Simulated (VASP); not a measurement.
# BeCr3 (Pm-3m) in VASP: settings compared

One crystal, BeCr3, is run at these levels: PBEsol, RPBE, revPBE; tasks: relaxation of cell and atoms.

Everything below comes from runs of VASP 6.6.1. Logs are shortened: lines on timing, memory, paths and dates and some standing lists are left out, and cuts for length are marked.

**1. The structure**

It takes space group Pm-3m (No. 221, cubic). The conventional cell has a = 3.511 Å, b = 3.511 Å, c = 3.511 Å, α = 90.00°, β = 90.00°, γ = 90.00°. Cr (site symmetry 4/mmm) is surrounded by 8 Cr at 2.48 Å and 4 Be at 2.48 Å. Around Be (site symmetry m-3m) lie 12 Cr at 2.48 Å.

The cell comes from a database or a generator and needn't be the stable form of this composition.

**2. Relaxation of cell and atoms, PBEsol, collinear spin, ferromagnetic start**

INCAR

```
PREC     = Accurate       # precision mode
ENCUT    = 600            # plane-wave cutoff, eV
EDIFF    = 1E-7           # SCF threshold, eV
ISMEAR   = -1             # smearing method
SIGMA    = 0.05           # smearing width, eV
LREAL    = False          # projectors in reciprocal space
LASPH    = True           # aspherical terms in the spheres
NELM     = 150            # most SCF steps
ALGO     = Normal         # electronic algorithm
ISIF     = 3              # what is computed and relaxed
LWAVE    = False          # write WAVECAR
LCHARG   = False          # write CHGCAR
ISPIN    = 2              # spin polarisation
MAGMOM   = 3 3 3 0        # initial moments
LORBIT   = 11             # projections on sites
LMAXMIX  = 4              # l up to which the mixer works
GGA      = PS             # functional
IBRION   = 2              # ionic algorithm
NSW      = 60             # ionic steps
EDIFFG   = -0.005         # ionic threshold
```

KPOINTS

```
Automatic mesh
0
Gamma
  6 6 6
```

POSCAR

```
BeCr3
1.0
    3.5112140000      0.0000000000      0.0000000000
    0.0000000000      3.5112140000      0.0000000000
    0.0000000000      0.0000000000      3.5112140000
Cr Be
3 1
Direct
    0.5000000000      0.5000000000      0.0000000000
    0.5000000000      0.0000000000      0.5000000000
    0.0000000000      0.5000000000      0.5000000000
    0.0000000000      0.0000000000      0.0000000000
```

Potentials or basis: VASP PAW PBE potentials, release 64 (Cr_pv, Be).

Command:

```
cat potpaw_PBE.64/Cr_pv/POTCAR potpaw_PBE.64/Be/POTCAR > POTCAR
mpirun -np 1 vasp_std > vasp.out
```

OUTCAR:

```text
PREC = Accurate
   ENCUT = 600
   EDIFF = 1E-7
   ISMEAR = -1
   LREAL = False
   LASPH = True
   NELM = 150
   ISIF = 3
   ISPIN = 2
   LORBIT = 11
   GGA = PS
   IBRION = 2
   NSW = 60
   EDIFFG = -0.005

 ion  position               nearest neighbor table
   1  0.500  0.500  0.000-   2 2.48   3 2.48   4 2.48   2 2.48   3 2.48   2 2.48   4 2.48   2 2.48
                             3 2.48   4 2.48   3 2.48   4 2.48
   2  0.500  0.000  0.500-   1 2.48   3 2.48   4 2.48   1 2.48   4 2.48   1 2.48   3 2.48   1 2.48
                             3 2.48   4 2.48   4 2.48   3 2.48
   3  0.000  0.500  0.500-   1 2.48   2 2.48   4 2.48   1 2.48   4 2.48   2 2.48   4 2.48   4 2.48
                             1 2.48   2 2.48   1 2.48   2 2.48
   4  0.000  0.000  0.000-   1 2.48   2 2.48   3 2.48   2 2.48   3 2.48   1 2.48   3 2.48   3 2.48
                             1 2.48   2 2.48   2 2.48   1 2.48

  LATTYP: Found a simple cubic cell.
 ALAT       =     3.5112140000

  Lattice vectors:

 A1 = (   3.5112140000,   0.0000000000,   0.0000000000)
 A2 = (   0.0000000000,   3.5112140000,   0.0000000000)
 A3 = (   0.0000000000,   0.0000000000,   3.5112140000)

Analysis of symmetry for initial positions (statically):
=====================================================================
 Subroutine PRICEL returns:
 Original cell was already a primitive cell.

 Routine SETGRP: Setting up the symmetry group for a
 simple cubic supercell.

 Subroutine GETGRP returns: Found 48 space group operations
 (whereof 48 operations were pure point group operations)
 out of a pool of 48 trial point group operations.

The static configuration has the point symmetry O_h .

Analysis of symmetry for dynamics (positions and initial velocities):
=====================================================================
 Subroutine PRICEL returns:
 Original cell was already a primitive cell.

 Routine SETGRP: Setting up the symmetry group for a
 simple cubic supercell.

 Subroutine GETGRP returns: Found 48 space group operations
 (whereof 48 operations were pure point group operations)
 out of a pool of 48 trial point group operations.

The dynamic configuration has the point symmetry O_h .

Analysis of structural, dynamic, and magnetic symmetry:
=====================================================================
 Subroutine PRICEL returns:
 Original cell was already a primitive cell.

 Routine SETGRP: Setting up the symmetry group for a
 simple cubic supercell.

 Subroutine GETGRP returns: Found 48 space group operations
 (whereof 48 operations were pure point group operations)
 out of a pool of 48 trial point group operations.

The overall configuration has the point symmetry O_h .

 Subroutine INISYM returns: Found 48 space group operations
 (whereof 48 operations are pure point group operations),
 and found     1 'primitive' translations

----------------------------------------------------------------------------------------

                                     Primitive cell

  volume of cell :      43.2884

  direct lattice vectors                    reciprocal lattice vectors
     3.511214000  0.000000000  0.000000000     0.284801781  0.000000000  0.000000000
     0.000000000  3.511214000  0.000000000     0.000000000  0.284801781  0.000000000
     0.000000000  0.000000000  3.511214000     0.000000000  0.000000000  0.284801781

  length of vectors
     3.511214000  3.511214000  3.511214000     0.284801781  0.284801781  0.284801781

  position of ions in fractional coordinates (direct lattice)
     0.500000000  0.500000000  0.000000000
     0.500000000  0.000000000  0.500000000
     0.000000000  0.500000000  0.500000000
     0.000000000  0.000000000  0.000000000

  ion indices of the primitive-cell ions
   primitive index   ion index
                 1           1
                 2           2
                 3           3
                 4           4

----------------------------------------------------------------------------------------

 KPOINTS: Automatic mesh

Automatic generation of k-mesh.
 Grid dimensions read from file:
 generate k-points for:    6    6    6

 Generating k-lattice:

  Cartesian coordinates                     Fractional coordinates (reciprocal lattice)
     0.047466963  0.000000000  0.000000000     0.166666667  0.000000000  0.000000000
     0.000000000  0.047466963  0.000000000     0.000000000  0.166666667  0.000000000
     0.000000000  0.000000000  0.047466963     0.000000000  0.000000000  0.166666667

  Length of vectors
     0.047466963  0.047466963  0.047466963

  Shift w.r.t. Gamma in fractional coordinates (k-lattice)
     0.000000000  0.000000000  0.000000000

 Subroutine IBZKPT returns following result:
 ===========================================

 Found     20 irreducible k-points:

 Following reciprocal coordinates:
            Coordinates               Weight
  0.000000  0.000000  0.000000      1.000000
[... 30 lines left out ...]
   IBRION =      2    ionic relax: 0-MD 1-quasi-New 2-CG
   NFREE  =      1    steps in history (QN), initial steepest desc. (CG)
   ISIF   =      3    stress and relaxation
   ISYM   =      2    0-nonsym 1-usesym 2-fastsym
   POTIM  = 0.5000    time-step for ionic-motion
   TEBEG  =    0.0;   TEEND  =   0.0 temperature during run
   PSTRESS=    0.0 pullay stress
   NELECT =      38.0000    total number of electrons
   NUPDOWN=      -1.0000    fix difference up-down
   EMIN   =  10.00;   EMAX   =-10.00  energy-range for DOS
   EFERMI =   0.00;   METHOD = LEGACY
   ISMEAR =    -1;   SIGMA  =   0.05  broadening in eV -4-tet -1-fermi 0-gaus
   EFERMI_NEDOS =   21; number of points for ismear=-14 and -15
   IALGO  =     38    algorithm
   IMIX   =      4    mixing-type and parameters
     AMIX     =   0.40;   BMIX     =  1.00
     AMIX_MAG =   1.60;   BMIX_MAG =  1.00
  volume/ion in A,a.u.               =      10.82        73.03
  Fermi-wavevector in a.u.,A,eV,Ry     =   1.567516  2.962176 33.430975  2.457107
  Thomas-Fermi vector in A             =   2.669684
   LORBIT       =     11    0 simple, 1 ext, 2 COOP (PROOUT), +10 PAW based schemes
   GGA     = PS    functional components
   LHFCALC =     F    Hartree Fock is set to
   AEXX    =    0.0000 exact exchange contribution
   IVDW    =     0    specifies the selected vdW correction
   LEPSILON=     F    determine dielectric tensor
   LRPA    =     F    only Hartree local field effects (RPA)
 conjugate gradient relaxation of ions
 spin polarized calculation
  energy-cutoff  :      600.00
  volume of cell :       43.29
 maximum number of plane-waves:      1472
   NGX = 15   NGY = 15   NGZ = 15

--------------------------------------- Ionic step        1  -------------------------------------------

 number of electron      37.9999983 magnetization      -0.0000318

 number of electron      37.9999983 magnetization       0.0000030

 Free energy of the ion-electron system (eV)
  ---------------------------------------------------
  ext. energy  EPLUGINS =         0.00000000
  ---------------------------------------------------
  free energy    TOTEN  =       -34.17451296 eV

  energy without entropy =      -34.14673093  energy(sigma->0) =      -34.16062194

 E-fermi :   9.7146     XC(G=0): -13.1160

 val. band max:        9.6781842299   @ k =   0.5000   0.1667   0.0000
 cond. band min:       9.7217009904   @ k =   0.1667   0.0000   0.0000
 fundamental gap:      0.0435167605
 Fermi energy:         9.7145512841

 spin component 1

 k-point     1 :       0.0000    0.0000    0.0000
  band No.  band energies     occupation
      1     -33.4817      1.00000
      2     -33.4817      1.00000
      3     -33.4817      1.00000
      4     -33.0033      1.00000
      5     -33.0033      1.00000
      6     -33.0033      1.00000
[... 609 lines left out ...]
     27      12.3549      0.00000
     28      12.3549      0.00000
 Fermi energy:         9.7145512841

 spin component 2

 k-point     1 :       0.0000    0.0000    0.0000
  band No.  band energies     occupation
      1     -33.4817      1.00000
      2     -33.4817      1.00000
      3     -33.4817      1.00000
      4     -33.0033      1.00000
      5     -33.0033      1.00000
      6     -33.0033      1.00000
[... 806 lines left out ...]
--------------------------------------- Ionic step        6  -------------------------------------------

 number of electron      38.0000025 magnetization       0.0000002

 number of electron      38.0000025 magnetization      -0.0000003

 Free energy of the ion-electron system (eV)
  ---------------------------------------------------
  ext. energy  EPLUGINS =         0.00000000
  ---------------------------------------------------
  free energy    TOTEN  =       -34.21832215 eV

  energy without entropy =      -34.19113852  energy(sigma->0) =      -34.20473033

 E-fermi :  10.2108     XC(G=0): -13.3237

 val. band max:       10.1659421700   @ k =   0.5000   0.1667   0.0000
 cond. band min:      10.2180706007   @ k =   0.1667   0.0000   0.0000
 fundamental gap:      0.0521284307
 Fermi energy:        10.2107504603

 spin component 1

 k-point     1 :       0.0000    0.0000    0.0000
  band No.  band energies     occupation
      1     -33.0227      1.00000
      2     -33.0227      1.00000
      3     -33.0227      1.00000
      4     -32.4816      1.00000
      5     -32.4816      1.00000
      6     -32.4816      1.00000
[... 609 lines left out ...]
     27      12.9986      0.00000
     28      12.9986      0.00000
 Fermi energy:        10.2107504603

 spin component 2

 k-point     1 :       0.0000    0.0000    0.0000
  band No.  band energies     occupation
      1     -33.0227      1.00000
      2     -33.0227      1.00000
      3     -33.0227      1.00000
      4     -32.4816      1.00000
      5     -32.4816      1.00000
      6     -32.4816      1.00000
[... 640 lines left out ...]
  FREE ENERGIE OF THE ION-ELECTRON SYSTEM (eV)
  ---------------------------------------------------
  free  energy   TOTEN  =       -34.2183221454 eV

  energy  without entropy=      -34.1911385204  energy(sigma->0) =      -34.20473033

 reached required accuracy - stopping structural energy minimisation

 total charge

# of ion       s       p       d       tot
------------------------------------------
    1        0.431   6.396   4.311  11.138
    2        0.431   6.396   4.311  11.138
    3        0.431   6.396   4.311  11.138
    4        0.453   0.764   0.000   1.216
--------------------------------------------------
tot          1.744  19.951  12.934  34.629

 magnetization (x)

# of ion       s       p       d       tot
------------------------------------------
    1        0.000  -0.000   0.000   0.000
    2        0.000  -0.000   0.000   0.000
    3        0.000  -0.000   0.000   0.000
    4        0.000  -0.000   0.000  -0.000
--------------------------------------------------
tot          0.000  -0.000   0.000   0.000
```

It took 3.1 min on 1 thread of AMD EPYC 7R13 (Zen 3), shared host; peak memory 0.16 GiB.

Results:

| Quantity | Value |
| --- | --- |
| Free energy | -34.2183 eV |
| Relaxed volume | 10.41 Å³/atom |
| Relaxed cell | a = 3.467 Å, b = 3.467 Å, c = 3.467 Å, α = 90.00°, β = 90.00°, γ = 90.00° |
| Space group after relaxing (to 0.05 Å) | Pm-3m (No. 221) |
| Energy gained by relaxing | 11.0 meV/atom |
| Ionic steps | 6 |
| Pressure after relaxing | 0.0 GPa |
| Band gap on the k mesh | none (metal or under the smearing width) |
| Net moment | 0.00 μB per cell |
| Valence electrons inside the program's atomic spheres | Cr 11.14; Be 1.22 |

Step by step:
```csv
step,energy change (eV),largest force (eV/Å),pressure (GPa),volume (Å³)
1,0.0000,0.0000,-8.31,43.29
2,0.0169,0.0000,11.28,39.86
3,-0.0438,0.0000,-0.09,41.67
4,-0.0438,0.0000,0.11,41.64
5,-0.0438,0.0000,-0.11,41.68
6,-0.0438,0.0000,0.01,41.66
```

Final structure:
```cif
data_structure
_symmetry_space_group_name_H-M 'P 1'
_symmetry_Int_Tables_number 1
_cell_length_a 3.4665
_cell_length_b 3.4665
_cell_length_c 3.4665
_cell_angle_alpha 90.000
_cell_angle_beta 90.000
_cell_angle_gamma 90.000
_cell_volume 41.66
loop_
_atom_site_label
_atom_site_type_symbol
_atom_site_fract_x
_atom_site_fract_y
_atom_site_fract_z
_atom_site_occupancy
Cr1 Cr 0.50000 0.50000 0.00000 1
Cr2 Cr 0.50000 0.00000 0.50000 1
Cr3 Cr 0.00000 0.50000 0.50000 1
Be1 Be 0.00000 0.00000 0.00000 1
```

Caveat: the starting moments collapsed, and a magnetic state may lie lower; the PAW data sets were made with another functional, which shifts forces and pressure a little.

**3. Relaxation of cell and atoms, RPBE, collinear spin, ferromagnetic start**

Changes to INCAR since step 2:

```diff
@@ -16,3 +16,3 @@
 LMAXMIX  = 4              # l up to which the mixer works
-GGA      = PS             # functional
+GGA      = RP             # functional
 IBRION   = 2              # ionic algorithm
```

KPOINTS is that of step 2.

POSCAR is that of step 2.

Potentials or basis: VASP PAW PBE potentials, release 64 (Cr_pv, Be).

Command:

```
cat potpaw_PBE.64/Cr_pv/POTCAR potpaw_PBE.64/Be/POTCAR > POTCAR
mpirun -np 1 vasp_std > vasp.out
```

Run time: 3.1 min. Hardware: 1 thread of AMD EPYC 7R13 (Zen 3), shared host; peak memory 0.16 GiB.

It converged, with:

```
Free energy                                           : -30.0258 eV
Relaxed volume                                        : 11.01 Å³/atom
Relaxed cell                                          : a = 3.532 Å, b = 3.532 Å, c = 3.532 Å, α = 90.00°, β = 90.00°, γ = 90.00°
Space group after relaxing (to 0.05 Å)                : Pm-3m (No. 221)
Energy gained by relaxing                             : 2.2 meV/atom
Ionic steps                                           : 3
Pressure after relaxing                               : 0.0 GPa
Band gap on the k mesh                                : none (metal or under the smearing width)
Net moment                                            : 0.00 μB per cell
Valence electrons inside the program's atomic spheres : Cr 11.02; Be 1.15
```

Step by step:
```
step  energy change (eV)  largest force (eV/Å)  pressure (GPa)  volume (Å³)
   1              0.0000                0.0000            3.70        43.29
   2              0.0008                0.0000           -3.62        44.87
   3             -0.0087                0.0000            0.00        44.05
```

Final structure:
```yaml
crystal:
  lattice:
    - [3.53180, 0.00000, 0.00000]
    - [0.00000, 3.53180, 0.00000]
    - [0.00000, 0.00000, 3.53180]
  atoms:
    - { symbol: Cr, position: [0.50000, 0.50000, 0.00000] }
    - { symbol: Cr, position: [0.50000, 0.00000, 0.50000] }
    - { symbol: Cr, position: [0.00000, 0.50000, 0.50000] }
    - { symbol: Be, position: [0.00000, 0.00000, 0.00000] }
```

Levels at points of the mesh, in eV from the Fermi level:
Spin up:
```tsv
k point	band 16	band 17	band 18	band 19	band 20	band 21	band 22	band 23
(0.00, 0.00, 0.00)	-2.86	0.59	0.59	0.59	1.74	1.74	1.74	1.77
(0.50, 0.00, 0.00)	-1.40	-0.77	-0.77	-0.15	-0.08	0.40	0.70	0.70
(0.50, 0.50, 0.00)	-1.66	-1.66	-0.62	-0.62	0.33	0.33	0.36	1.11
(0.50, 0.50, 0.50)	-0.99	-0.80	-0.80	-0.80	0.50	0.50	0.50	0.93
```
Spin down:
| k point | band 16 | band 17 | band 18 | band 19 | band 20 | band 21 | band 22 | band 23 |
| --- | --- | --- | --- | --- | --- | --- | --- | --- |
| (0.00, 0.00, 0.00) | -2.86 | 0.59 | 0.59 | 0.59 | 1.74 | 1.74 | 1.74 | 1.77 |
| (0.50, 0.00, 0.00) | -1.40 | -0.77 | -0.77 | -0.15 | -0.08 | 0.40 | 0.70 | 0.70 |
| (0.50, 0.50, 0.00) | -1.66 | -1.66 | -0.62 | -0.62 | 0.33 | 0.33 | 0.36 | 1.11 |
| (0.50, 0.50, 0.50) | -0.99 | -0.80 | -0.80 | -0.80 | 0.50 | 0.50 | 0.50 | 0.93 |

Caveat: the starting moments collapsed, and a magnetic state may lie lower; the PAW data sets were made with another functional, which shifts forces and pressure a little.

**4. Relaxation of cell and atoms, revPBE, collinear spin, ferromagnetic start**

Changes to INCAR since step 3:

```diff
@@ -16,3 +16,3 @@
 LMAXMIX  = 4              # l up to which the mixer works
-GGA      = RP             # functional
+GGA      = RE             # functional
 IBRION   = 2              # ionic algorithm
```

KPOINTS is that of step 3.

POSCAR is that of step 3.

Command:

```
cat potpaw_PBE.64/Cr_pv/POTCAR potpaw_PBE.64/Be/POTCAR > POTCAR
mpirun -np 1 vasp_std > vasp.out
```

Run time: 2.8 min. Hardware: 1 thread of AMD EPYC 7R13 (Zen 3), shared host; peak memory 0.16 GiB.

It converged, with:

| Property | Result |
| --- | --- |
| Free energy | -30.4060 eV |
| Relaxed volume | 10.95 Å³/atom |
| Relaxed cell | a = 3.525 Å, b = 3.525 Å, c = 3.525 Å, α = 90.00°, β = 90.00°, γ = 90.00° |
| Space group after relaxing (to 0.05 Å) | Pm-3m (No. 221) |
| Energy gained by relaxing | 1.0 meV/atom |
| Ionic steps | 3 |
| Pressure after relaxing | 0.0 GPa |
| Band gap on the k mesh | none (metal or under the smearing width) |
| Net moment | 0.00 μB per cell |
| Valence electrons inside the program's atomic spheres | Cr 11.04; Be 1.16 |

The path:
```tsv
step	energy change (eV)	largest force (eV/Å)	pressure (GPa)	volume (Å³)
1	0.0000	0.0000	2.47	43.29
2	0.0005	0.0000	-2.50	44.34
3	-0.0038	0.0000	0.01	43.79
```

Final structure:
```xyz
4
Lattice="3.5249 0.0000 0.0000 0.0000 3.5249 0.0000 0.0000 0.0000 3.5249" Properties=species:S:1:pos:R:3 pbc="T T T"
Cr    1.7624    1.7624    0.0000
Cr    1.7624    0.0000    1.7624
Cr    0.0000    1.7624    1.7624
Be    0.0000    0.0000    0.0000
```

Levels at points of the mesh, in eV from the Fermi level:
Spin up:
```tsv
k point	band 15	band 16	band 17	band 18	band 19	band 20	band 21	band 22	band 23	band 24
(0.00, 0.00, 0.00)	-2.88	-2.88	0.59	0.59	0.59	1.75	1.75	1.75	1.78	1.78
(0.50, 0.00, 0.00)	-2.39	-1.41	-0.77	-0.77	-0.15	-0.08	0.40	0.70	0.70	1.06
(0.50, 0.50, 0.00)	-1.83	-1.67	-1.67	-0.62	-0.62	0.33	0.33	0.37	1.12	1.21
(0.50, 0.50, 0.50)	-0.99	-0.99	-0.81	-0.81	-0.81	0.50	0.50	0.50	0.96	1.16
```
Spin down:
```csv
k point,band 15,band 16,band 17,band 18,band 19,band 20,band 21,band 22,band 23,band 24
"(0.00, 0.00, 0.00)",-2.88,-2.88,0.59,0.59,0.59,1.75,1.75,1.75,1.78,1.78
"(0.50, 0.00, 0.00)",-2.39,-1.41,-0.77,-0.77,-0.15,-0.08,0.40,0.70,0.70,1.06
"(0.50, 0.50, 0.00)",-1.83,-1.67,-1.67,-0.62,-0.62,0.33,0.33,0.37,1.12,1.21
"(0.50, 0.50, 0.50)",-0.99,-0.99,-0.81,-0.81,-0.81,0.50,0.50,0.50,0.96,1.16
```

Caveat: the starting moments collapsed, and a magnetic state may lie lower; the PAW data sets were made with another functional, which shifts forces and pressure a little.

**5. The reference run**

An earlier run on the cell as given: functional PBE; potentials or basis VASP PAW PBE potentials, release 64 (Cr_pv, Be); cutoff 520 eV; k mesh 8 × 8 × 8; occupations fermi-dirac, width 0.05 eV; collinear spin, ferromagnetic start; starting moments [3.0, 3.0, 3.0, 0.0] μB.

* Pressure: -0.9 GPa
* Band gap on the k mesh: none (metal or under the smearing width)
* Net moment: 0.00 μB per cell
* Valence electrons inside the program's atomic spheres: Cr 11.05; Be 1.17
